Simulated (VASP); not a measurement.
All values below come from PBEsol GGA, VASP's PBE PAW potentials (set 64) (plane waves; VASP 6.6.1).

The input files of a VASP run:

KPOINTS:
```
Regular mesh
0
Gamma
 13 13 7
```

INCAR:
```
EDIFFG=-0.01   # ionic stop
PREC=Accurate
SIGMA=0.1   # width (eV)
EDIFF=1E-7   # SCF stop (eV)
LWAVE=.FALSE.
SYSTEM=Mg
IBRION=2   # conjugate gradients
LCHARG=.FALSE.
GGA=PS   # PBEsol
ENCUT=520
ALGO=Normal
NSW=30   # most ionic steps
ISMEAR=1   # Methfessel-Paxton
LASPH=.TRUE.
NELM=100   # most electronic steps
ISIF=4   # ions and shape, fixed volume
LREAL=.FALSE.   # projection in real space or not
```

POSCAR:
```
Mg
1
    1.6112370845    -2.7907449436     0.0000000000
    1.6112370845     2.7907449436     0.0000000000
    0.0000000000     0.0000000000     5.1418104490
Mg
2
Direct
  0.3333330000   0.6666670000   0.2500000000
  0.6666670000   0.3333330000   0.7500000000
```

POTCAR, in this order: Mg (PBE.64 set). Program: vasp_std.

What VASP printed:

### OSZICAR
```
       N       E                     dE             d eps       ncg     rms          rms(c)
DAV:   1    -0.179258267304E+00   -0.17926E+00   -0.12615E+03  1008   0.467E+02
DAV:   2    -0.342294170591E+01   -0.32437E+01   -0.30650E+01  1326   0.294E+01
DAV:   3    -0.345312676487E+01   -0.30185E-01   -0.30103E-01  1470   0.358E+00
DAV:   4    -0.345323900266E+01   -0.11224E-03   -0.11223E-03  1374   0.165E-01
DAV:   5    -0.345323964180E+01   -0.63913E-06   -0.63878E-06  1512   0.104E-02    0.965E-01
DAV:   6    -0.344277391068E+01    0.10466E-01   -0.63048E-04  1242   0.240E-01    0.615E-01
DAV:   7    -0.343317254560E+01    0.96014E-02   -0.26318E-03  1116   0.437E-01    0.319E-02
DAV:   8    -0.343317809277E+01   -0.55472E-05   -0.14847E-05  1584   0.355E-02    0.642E-03
DAV:   9    -0.343317758806E+01    0.50470E-06   -0.96752E-07  1254   0.611E-03    0.584E-04
DAV:  10    -0.343317743874E+01    0.14932E-06   -0.30464E-09   948   0.470E-04    0.113E-04
DAV:  11    -0.343317743024E+01    0.85006E-08   -0.25760E-10   720   0.149E-04
   1 F= -.34331774E+01 E0= -.34324218E+01  d E =-.343318E+01
       N       E                     dE             d eps       ncg     rms          rms(c)
DAV:   1    -0.343362799491E+01   -0.45056E-03   -0.12683E-03  1392   0.195E-01    0.117E-02
DAV:   2    -0.343362608955E+01    0.19054E-05   -0.72013E-06  1176   0.203E-02    0.728E-03
DAV:   3    -0.343362442755E+01    0.16620E-05   -0.19614E-06  1278   0.598E-03    0.139E-04
DAV:   4    -0.343362443728E+01   -0.97268E-08   -0.26604E-08   804   0.132E-03
   2 F= -.34336244E+01 E0= -.34328947E+01  d E =-.447007E-03
       N       E                     dE             d eps       ncg     rms          rms(c)
DAV:   1    -0.343392531067E+01   -0.30088E-03   -0.37688E-03  1386   0.335E-01    0.209E-02
DAV:   2    -0.343391910006E+01    0.62106E-05   -0.21682E-05  1146   0.351E-02    0.130E-02
DAV:   3    -0.343391398207E+01    0.51180E-05   -0.62046E-06  1260   0.105E-02    0.229E-04
DAV:   4    -0.343391399877E+01   -0.16693E-07   -0.85310E-08   954   0.234E-03
   3 F= -.34339140E+01 E0= -.34333206E+01  d E =-.736569E-03
```

File OUTCAR:
```
------------------------ aborting loop because EDIFF is reached ----------------------------------------
  FORCE on cell =-STRESS in cart. coord.  units (eV):
  Direction    XX          YY          ZZ          XY          YZ          ZX
  --------------------------------------------------------------------------------------
  Total       -0.2880790     -0.2880791     -0.2824622      0.0000000      0.0000000      0.0000000
  in kB       -9.9815154     -9.9815185     -9.7869035      0.0000000      0.0000000      0.0000000
  external PRESSURE =      -9.9166458 kB  Pullay stress =       0.0000000 kB
  volume of cell :       46.24
      direct lattice vectors                 reciprocal lattice vectors
     1.604723156 -2.779462467  0.000000000     0.311580224 -0.179890898  0.000000000
     1.604723156  2.779462467  0.000000000     0.311580224  0.179890898  0.000000000
     0.000000000  0.000000000  5.183638715    -0.000000000  0.000000000  0.192914679
 POSITION                                       TOTAL-FORCE (eV/Angst)
 -----------------------------------------------------------------------------------
      1.60472      0.92649      1.29591        -0.000000     -0.000000      0.000000
      1.60472     -0.92649      3.88773         0.000000      0.000000     -0.000000
 -----------------------------------------------------------------------------------
    total drift:                                0.000001     -0.000006      0.000001
  FREE ENERGIE OF THE ION-ELECTRON SYSTEM (eV)
  ---------------------------------------------------
  free  energy   TOTEN  =        -3.4339139988 eV

  energy  without entropy=       -3.4321337432  energy(sigma->0) =       -3.43332058

 reached required accuracy - stopping structural energy minimisation
```
(Selected blocks of OUTCAR.)

**CONTCAR**
```
Mg
   1.00000000000000
     1.6047231560923862   -2.7794624669724093    0.0000000000000000
     1.6047231560923862    2.7794624669724093    0.0000000000000000
     0.0000000000000000    0.0000000000000000    5.1836387148614698
  Mg
     2
Direct
     0.3333330000000032    0.6666669999999968    0.2500000000000000
     0.6666669999999968    0.3333330000000032    0.7500000000000000
```

File OUTCAR:
```
 val. band max:        2.5819876957   @ k =   0.3077   0.1538   0.1429

 cond. band min:       2.5996164899   @ k =   0.3077   0.0000   0.0000


 Fermi energy:         2.5970641976

 k-point     1 :       0.0000    0.0000    0.0000
  band No.  band energies     occupation
      1      -4.3432      2.00000
      2       0.9086      2.00000
      3       1.3644      2.00000
      4      13.3853      0.00000
      5      13.3853      0.00000
      6      13.4760      0.00000

 k-point     2 :       0.0769    0.0000    0.0000
  band No.  band energies     occupation
      1      -4.2277      2.00000
      2       1.0142      2.00000
      3       1.4767      2.00000
      4      11.3202      0.00000
      5      12.2677      0.00000
      6      13.0912      0.00000

 k-point     3 :       0.1538    0.0000    0.0000
  band No.  band energies     occupation
      1      -3.8820      2.00000
      2       1.3309      2.00000
      3       1.8099      2.00000
      4       8.9963      0.00000
      5      11.2972      0.00000
      6      11.9951      0.00000

 k-point     4 :       0.2308   -0.0000    0.0000
  band No.  band energies     occupation
      1      -3.3086      2.00000
      2       1.8592      2.00000
      3       2.3489      2.00252
      4       6.8179      0.00000
      5      10.5217      0.00000
      6      10.8288      0.00000

 k-point     5 :       0.3077    0.0000    0.0000
  band No.  band energies     occupation
      1      -2.5116      2.00000
      2       2.5996      0.95682
      3       3.0127     -0.00000
      4       4.9007      0.00000
      5       9.5259      0.00000
      6       9.5372      0.00000

 k-point     6 :       0.3846    0.0000    0.0000
  band No.  band energies     occupation
      1      -1.4969      2.00000
      2       2.6571      0.15975
      3       3.5517     -0.00000
      4       4.3886     -0.00000
      5       7.7203      0.00000
      6       8.1271      0.00000
...
```

The compound is Mg in the hcp structure. This cell is one point of a volume scan, at 1.03 of the reference volume. Symmetry was kept, so distortions that lower it aren't found.
